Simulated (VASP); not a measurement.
A convergence study with VASP on SiC (wurtzite): one setting is varied, all else stays as given below, so the limit is that of these other settings. Each run relaxes cell and ions from the cell shown.

```
CSi
1.0
    1.54000    -2.66736     0.00000
    1.54000     2.66736     0.00000
    0.00000     0.00000     5.05000
Si C
2 2
Direct
  0.66667   0.33333   0.50000
  0.33333   0.66667   0.00000
  0.66667   0.33333   0.87500
  0.33333   0.66667   0.37500
```

Level of theory: LDA (Ceperley-Alder, Perdew-Zunger), VASP's LDA PAW potentials (set 64) (plane waves; VASP 6.6.1). The tightest run used: 700 eV cut-off, 12×12×7 Γ-centred mesh, Gaussian smearing of 0.050 eV, potentials Si C.

Problem. The settings run are 2×2×1 mesh; 3×3×2 mesh; 4×4×2 mesh; 5×5×3 mesh; 6×6×3 mesh; 8×8×4 mesh; 9×9×5 mesh; 10×10×6 mesh; 11×11×6 mesh; 12×12×7 mesh. From which on does the relaxed volume stay within 0.05 Å³/atom of the tightest run?

Solution. From 3×3×2 mesh on: it is off by 0.031 there and by no more than 0.05 in any finer run, while 2×2×1 mesh is off by 0.070.
```csv
setting,relaxed volume (Å³/atom),E (eV/atom),irreducible k-points,difference judged (Å³/atom)
2×2×1 mesh,10.086,-7.9627,2,0.070
3×3×2 mesh,10.187,-8.1948,6,0.031
4×4×2 mesh,10.166,-8.2901,8,0.009
5×5×3 mesh,10.158,-8.3113,10,0.002
6×6×3 mesh,10.157,-8.3177,14,0.001
8×8×4 mesh,10.157,-8.3220,30,0.000
9×9×5 mesh,10.156,-8.3221,36,0.000
10×10×6 mesh,10.156,-8.3222,56,0.000
11×11×6 mesh,10.156,-8.3222,64,0.000
12×12×7 mesh,10.156,-8.3222,76,0.000
```

Left out are rungs that failed or repeat a setting and relaxations that didn't move; long series are thinned to 24 rows.

The compound is SiC in the wurtzite structure, the rare 2H polytype.
